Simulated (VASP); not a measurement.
Here is a VASP 6.6.1 calculation.

The input POSCAR:

```
YNb
1.0
    3.6114100000      0.0000000000      0.0000000000
    0.0000000000      3.6114100000      0.0000000000
    0.0000000000      0.0000000000      3.6114100000
Y Nb
1 1
Direct
    0.0000000000      0.0000000000      0.0000000000
    0.5000000000      0.5000000000      0.5000000000
```

Contents of INCAR.step1:

```
PREC = Accurate ; ENCUT = 520
EDIFF = 1E-5 ; ISMEAR = -1
SIGMA = 0.05 ; LREAL = False
LASPH = True ; NELM = 100
ALGO = Normal ; ISIF = 2
LWAVE = True ; LCHARG = False
LMAXMIX = 4 ; GGA = PE
```

Contents of INCAR.step2:

```
PREC = Accurate ; ENCUT = 520
EDIFF = 1E-6 ; ISMEAR = -1
SIGMA = 0.05 ; LREAL = False
LASPH = True ; NELM = 100
ALGO = Normal ; ISIF = 2
LWAVE = False ; LCHARG = False
LMAXMIX = 4 ; METAGGA = MBJ
ISTART = 1
```

The input KPOINTS:

```
regular mesh
0
Gamma
  7 7 7
```

Contents of KPOINTS_OPT:

```
path GXMGRX,MR
10
line-mode
reciprocal
 0.0000000000  0.0000000000  0.0000000000  G
 0.0000000000  0.5000000000  0.0000000000  X

 0.0000000000  0.5000000000  0.0000000000  X
 0.5000000000  0.5000000000  0.0000000000  M

 0.5000000000  0.5000000000  0.0000000000  M
 0.0000000000  0.0000000000  0.0000000000  G

 0.0000000000  0.0000000000  0.0000000000  G
 0.5000000000  0.5000000000  0.5000000000  R

 0.5000000000  0.5000000000  0.5000000000  R
 0.0000000000  0.5000000000  0.0000000000  X

 0.5000000000  0.5000000000  0.0000000000  M
 0.5000000000  0.5000000000  0.5000000000  R
```

Potentials or basis: VASP PAW PBE potentials, release 64 (Y_sv, Nb_sv).

Command:

```sh
$ cat potpaw_PBE.64/Y_sv/POTCAR potpaw_PBE.64/Nb_sv/POTCAR > POTCAR
$ cp INCAR.step1 INCAR
$ mpirun -np 1 vasp_std > vasp.out
$ cp INCAR.step2 INCAR
$ mpirun -np 1 vasp_std > vasp.out
```

(1) Estimate the band gap along the path.

Results:

(1) none (metal or under the smearing width).
